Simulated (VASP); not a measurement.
Computed with PBE GGA with D3 dispersion (Becke-Johnson damping), VASP's PBE PAW potentials (set 64) (plane waves; VASP 6.6.1).

The input files of a VASP run:

File POSCAR:
```
MnS
10.0559380
  0.4999999965   0.2489553949   0.2489553949
  0.2489553949   0.4999999965   0.2489553949
  0.2489553949   0.2489553949   0.4999999965
Mn S
2 2
Cartesian
  0.7489553914   0.7489553914   0.4979107898
  0.4989553931   0.4989553931   0.4989553931
  0.2494776966   0.2494776966   0.2494776966
  0.7484330897   0.7484330897   0.7484330897
```

**KPOINTS**
```
k-points along high-symmetry lines
12
Line-mode
Reciprocal
  0.000000   0.000000   0.000000 ! GAMMA
  0.500000   0.500000   0.500000 ! T

  0.500000   0.500000   0.500000 ! T
  0.812500   0.187500   0.500000 ! H_2

  0.500000  -0.187500   0.187500 ! H_0
  0.500000  -0.000000  -0.000000 ! L

  0.500000  -0.000000  -0.000000 ! L
  0.000000   0.000000   0.000000 ! GAMMA

  0.000000   0.000000   0.000000 ! GAMMA
  0.343750  -0.343750   0.000000 ! S_0

  0.656250  -0.000000   0.343750 ! S_2
  0.500000   0.000000   0.500000 ! F

  0.500000   0.000000   0.500000 ! F
  0.000000   0.000000   0.000000 ! GAMMA
```

INCAR:
```
! general
SYSTEM  = MnS
PREC    = Accurate
ENCUT   = 520
LREAL   = F
LASPH   = T
ICHARG  = 11

! electronic loop
EDIFF   = 1E-7
NELM    = 100
ALGO    = Normal
LMAXMIX = 4

! smearing
ISMEAR  = 0
SIGMA   = 0.05

! functional
GGA     = PE
IVDW    = 12

! spin
ISPIN   = 2
MAGMOM  = 4.1 -4.1 0.0 0.0

! output
LWAVE   = F
LCHARG  = F
LORBIT  = 11
```

POTCAR, in this order: Mn_pv S (PBE.64 set). Program: vasp_std. Read from the step before: CHGCAR.

Output of the run:

File OSZICAR:
```
       N       E                     dE             d eps       ncg     rms          rms(c)
DAV:   1     0.370320821387E+03    0.37032E+03   -0.22187E+04  8208   0.184E+03
DAV:   2     0.246787016632E+01   -0.36785E+03   -0.36299E+03  7917   0.490E+02
DAV:   3    -0.258656890268E+02   -0.28334E+02   -0.27731E+02 10456   0.126E+02
DAV:   4    -0.267592606095E+02   -0.89357E+00   -0.85144E+00  8180   0.212E+01
DAV:   5    -0.267847007782E+02   -0.25440E-01   -0.25437E-01  9866   0.372E+00
DAV:   6    -0.267852465217E+02   -0.54574E-03   -0.54573E-03  8878   0.589E-01
DAV:   7    -0.267852689260E+02   -0.22404E-04   -0.22404E-04 10866   0.121E-01
DAV:   8    -0.267852696218E+02   -0.69580E-06   -0.69581E-06  9078   0.170E-02
DAV:   9    -0.267852696589E+02   -0.37099E-07   -0.37082E-07  8158   0.371E-03
   1 F= -.28593739E+02 E0= -.28593739E+02  d E =-.584858E-11  mag=    -0.0000
```

OUTCAR:
```



 magnetization (x)

# of ion       s       p       d       tot
------------------------------------------
    1        0.020   0.011   3.990   4.021
    2       -0.020  -0.011  -3.990  -4.021
    3        0.000   0.000   0.000   0.000
    4        0.000   0.000   0.000   0.000
--------------------------------------------------
tot          0.000   0.000   0.000   0.000
```
(Selected blocks of OUTCAR.)

### OUTCAR
```
 val. band max:        7.5539283255   @ k =   0.5000   0.5000   0.5000

 cond. band min:       8.0173495596   @ k =   0.5000   0.0000   0.0000



 spin component 1

 k-point     1 :       0.0000    0.0000    0.0000
  band No.  band energies     occupation
      1     -42.6884      1.00000
      2     -42.6884      1.00000
      3     -42.6852      1.00000
      4     -38.3271      1.00000
      5     -38.3271      1.00000
      6     -38.2969      1.00000
      7      -7.3058      1.00000
      8      -5.6908      1.00000
      9       0.4433      1.00000
     10       3.0722      1.00000
     11       3.0722      1.00000
     12       4.7183      1.00000
     13       4.7183      1.00000
     14       4.9308      1.00000
     15       5.9369      1.00000
     16       5.9369      1.00000
     17       6.0000      1.00000
     18       6.0851      1.00000
     19       6.0851      1.00000
     20       8.5523      0.00000
     21       8.5523      0.00000
     22       8.7140      0.00000
     23      10.3907      0.00000

 k-point     2 :       0.0455    0.0455    0.0455
  band No.  band energies     occupation
      1     -42.6884      1.00000
      2     -42.6884      1.00000
      3     -42.6852      1.00000
      4     -38.3271      1.00000
      5     -38.3271      1.00000
      6     -38.2969      1.00000
      7      -7.2997      1.00000
      8      -5.7027      1.00000
      9       0.4660      1.00000
     10       3.0763      1.00000
     11       3.0763      1.00000
     12       4.7188      1.00000
     13       4.7188      1.00000
     14       4.9185      1.00000
     15       5.8125      1.00000
     16       5.8125      1.00000
     17       5.9676      1.00000
     18       6.2123      1.00000
     19       6.2123      1.00000
     20       8.5503      0.00000
     21       8.5503      0.00000
     22       8.7118      0.00000
     23      10.3774      0.00000

...
```

The density is held fixed in this step, so its total energy and stress have no physical meaning.

The compound is MnS in the rock salt, AFM-II order structure. It was relaxed first, which changed the volume by -10 %.
